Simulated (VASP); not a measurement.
Level of theory: MS2 meta-GGA, VASP's PBE PAW potentials (set 64) (plane waves; VASP).

VASP ran on this input.

File KPOINTS:
```
Automatic mesh
0
Gamma
 13 13 13
0 0 0
```

**POSCAR**
```
ZrC
1
    0.0000000000     2.3721323935     2.3721323935
    2.3721323935     0.0000000000     2.3721323935
    2.3721323935     2.3721323935     0.0000000000
Zr C
1 1
Direct
  0.0000000000   0.0000000000   0.0000000000
  0.5000000000   0.5000000000   0.5000000000
```

**INCAR**
```
# general
SYSTEM  = ZrC
PREC    = Accurate
ENCUT   = 520   # plane-wave cut-off (eV)
LREAL   = F   # projection in real space or not
LASPH   = T   # aspherical one-centre terms

# electronic loop
EDIFF   = 1E-7   # SCF stop (eV)
NELM    = 100
ALGO    = Normal
LMAXMIX = 4   # l cut-off of mixed one-centre charges
LMIXTAU = T

# smearing
ISMEAR  = 1
SIGMA   = 0.1   # width (eV)

# functional
METAGGA = MS2

# ions
ISIF    = 2

# output
LWAVE   = F
LCHARG  = F
```

POTCAR, in this order: Zr_sv C (PBE.64 set). Program: vasp_std.

Output of the run:

**OUTCAR**
```
 ion  position               nearest neighbor table
   1  0.000  0.000  0.000-   2 2.37   2 2.37   2 2.37   2 2.37   2 2.37   2 2.37
   2  0.500  0.500  0.500-   1 2.37   1 2.37   1 2.37   1 2.37   1 2.37   1 2.37
  LATTYP: Found a face centered cubic cell.
 ALAT       =     4.7442647870
 Subroutine PRICEL returns:
 Original cell was already a primitive cell.
 Subroutine GETGRP returns: Found 48 space group operations
The static configuration has the point symmetry O_h .
The dynamic configuration has the point symmetry O_h .
 Subroutine INISYM returns: Found 48 space group operations
 Subroutine IBZKPT returns following result:
 Found     84 irreducible k-points:

 Following reciprocal coordinates:
            Coordinates               Weight
  0.000000  0.000000  0.000000      1.000000
  0.076923  0.000000  0.000000      8.000000
  0.153846  0.000000  0.000000      8.000000
  0.230769  0.000000  0.000000      8.000000
  0.307692  0.000000  0.000000      8.000000
  0.384615  0.000000  0.000000      8.000000
  0.461538  0.000000  0.000000      8.000000
  0.076923  0.076923  0.000000      6.000000
  0.153846  0.076923  0.000000     24.000000
  0.230769  0.076923  0.000000     24.000000
  0.307692  0.076923  0.000000     24.000000
  0.384615  0.076923  0.000000     24.000000
  0.461538  0.076923  0.000000     24.000000
 -0.461538  0.076923  0.000000     24.000000
 -0.384615  0.076923  0.000000     24.000000
 -0.307692  0.076923  0.000000     24.000000
 -0.230769  0.076923  0.000000     24.000000
 -0.153846  0.076923  0.000000     24.000000
 -0.076923  0.076923  0.000000     12.000000
  0.153846  0.153846  0.000000      6.000000
  0.230769  0.153846  0.000000     24.000000
  0.307692  0.153846  0.000000     24.000000
  0.384615  0.153846  0.000000     24.000000
  0.461538  0.153846  0.000000     24.000000
...
```

OSZICAR:
```
       N       E                     dE             d eps       ncg     rms          rms(c)
DAV:   1     0.727722961307E+02    0.72772E+02   -0.83208E+03  2024   0.125E+03
DAV:   2    -0.473781447229E+02   -0.12015E+03   -0.11277E+03  2368   0.321E+02
DAV:   3    -0.585039206420E+02   -0.11126E+02   -0.10498E+02  3572   0.710E+01
DAV:   4    -0.588415379663E+02   -0.33762E+00   -0.33245E+00  2316   0.118E+01
DAV:   5    -0.588497128836E+02   -0.81749E-02   -0.81724E-02  2700   0.173E+00    0.516E+01
DAV:   6    -0.177121044560E+02    0.41138E+02   -0.22593E+02  2324   0.833E+01    0.228E+01
DAV:   7    -0.252660660659E+02   -0.75540E+01   -0.19953E+01  2600   0.399E+01    0.166E+01
DAV:   8    -0.228130876466E+02    0.24530E+01   -0.87616E+00  2956   0.323E+01    0.919E+00
DAV:   9    -0.223477768489E+02    0.46531E+00   -0.29650E-01  2412   0.698E+00    0.803E+00
DAV:  10    -0.243006321012E+02   -0.19529E+01   -0.28963E+00  3752   0.127E+01    0.473E+00
DAV:  11    -0.197209502040E+02    0.45797E+01   -0.53114E+00  2420   0.308E+01    0.499E+00
DAV:  12    -0.211870747164E+02   -0.14661E+01   -0.43243E+00  2988   0.161E+01    0.564E+00
DAV:  13    -0.212491127525E+02   -0.62038E-01   -0.87629E-02  3096   0.211E+00    0.549E+00
DAV:  14    -0.212405317923E+02    0.85810E-02   -0.25153E-03  2276   0.600E-01    0.538E+00
DAV:  15    -0.212330401565E+02    0.74916E-02   -0.57999E-03  2732   0.801E-01    0.526E+00
DAV:  16    -0.212519744905E+02   -0.18934E-01   -0.18511E-02  2148   0.124E+00    0.388E+00
DAV:  17    -0.213042911226E+02   -0.52317E-01   -0.22084E-01  2092   0.535E+00    0.178E+00
DAV:  18    -0.213009651343E+02    0.33260E-02   -0.24751E-02  2300   0.188E+00    0.180E+00
DAV:  19    -0.213001568659E+02    0.80827E-03   -0.24692E-02  2016   0.261E+00    0.898E-01
DAV:  20    -0.212965123939E+02    0.36445E-02   -0.32070E-02  3064   0.126E+00    0.422E-01
DAV:  21    -0.212938979562E+02    0.26144E-02   -0.84680E-03  2188   0.101E+00    0.451E-01
DAV:  22    -0.212956314818E+02   -0.17335E-02   -0.46063E-03  2032   0.978E-01    0.117E-01
DAV:  23    -0.212957530477E+02   -0.12157E-03   -0.79609E-04  2416   0.275E-01    0.164E-01
DAV:  24    -0.212957298517E+02    0.23196E-04   -0.21830E-04  2184   0.218E-01    0.934E-02
DAV:  25    -0.212957078427E+02    0.22009E-04   -0.28197E-05  2428   0.640E-02    0.532E-02
DAV:  26    -0.212957040970E+02    0.37458E-05   -0.11397E-05  2260   0.486E-02    0.307E-02
DAV:  27    -0.212956944861E+02    0.96109E-05   -0.35385E-06  3140   0.180E-02    0.248E-02
DAV:  28    -0.212956921724E+02    0.23137E-05   -0.18928E-06  2316   0.163E-02    0.123E-02
DAV:  29    -0.212956872572E+02    0.49152E-05   -0.16630E-06  2720   0.106E-02    0.584E-03
DAV:  30    -0.212956867097E+02    0.54748E-06   -0.26609E-07  2100   0.563E-03    0.250E-03
DAV:  31    -0.212956836075E+02    0.31021E-05   -0.14224E-07  1568   0.382E-03    0.111E-03
DAV:  32    -0.212956842166E+02   -0.60907E-06   -0.80862E-08  1180   0.266E-03    0.115E-03
DAV:  33    -0.212956831145E+02    0.11021E-05   -0.22981E-08  1024   0.183E-03    0.152E-04
DAV:  34    -0.212956833556E+02   -0.24108E-06   -0.49271E-09  1032   0.871E-04    0.203E-04
DAV:  35    -0.212956832012E+02    0.15441E-06   -0.94584E-10  1024   0.347E-04    0.102E-04
DAV:  36    -0.212956833401E+02   -0.13890E-06   -0.35705E-10  1028   0.209E-04    0.799E-05
DAV:  37    -0.212956832629E+02    0.77129E-07   -0.31664E-10  1028   0.214E-04
   1 F= -.21295683E+02 E0= -.21295638E+02  d E =-.134933E-03
```

OUTCAR:
```
------------------------ aborting loop because EDIFF is reached ----------------------------------------
  FORCE on cell =-STRESS in cart. coord.  units (eV):
  Direction    XX          YY          ZZ          XY          YZ          ZX
  --------------------------------------------------------------------------------------
  Total       -1.0875979     -1.0875979     -1.0875979      0.0000000      0.0000000     -0.0000000
  in kB      -65.2727878    -65.2727878    -65.2727878      0.0000000      0.0000000     -0.0000000
  external PRESSURE =     -65.2727878 kB  Pullay stress =       0.0000000 kB
  volume of cell :       26.70
      direct lattice vectors                 reciprocal lattice vectors
     0.000000000  2.372132393  2.372132393    -0.210780815  0.210780815  0.210780815
     2.372132393  0.000000000  2.372132393     0.210780815 -0.210780815  0.210780815
     2.372132393  2.372132393  0.000000000     0.210780815  0.210780815 -0.210780815
 POSITION                                       TOTAL-FORCE (eV/Angst)
 -----------------------------------------------------------------------------------
      0.00000      0.00000      0.00000        -0.000000     -0.000000      0.000000
      2.37213      2.37213      2.37213         0.000000      0.000000     -0.000000
 -----------------------------------------------------------------------------------
    total drift:                                0.000000      0.000000      0.000000
  FREE ENERGIE OF THE ION-ELECTRON SYSTEM (eV)
  ---------------------------------------------------
  free  energy   TOTEN  =       -21.2956832629 eV

  energy  without entropy=      -21.2955483298  energy(sigma->0) =      -21.29563829
```
(Selected blocks of OUTCAR.)

The compound is ZrC in the rock salt structure. This cell is one point of a volume scan, at 1.03 of the reference volume.
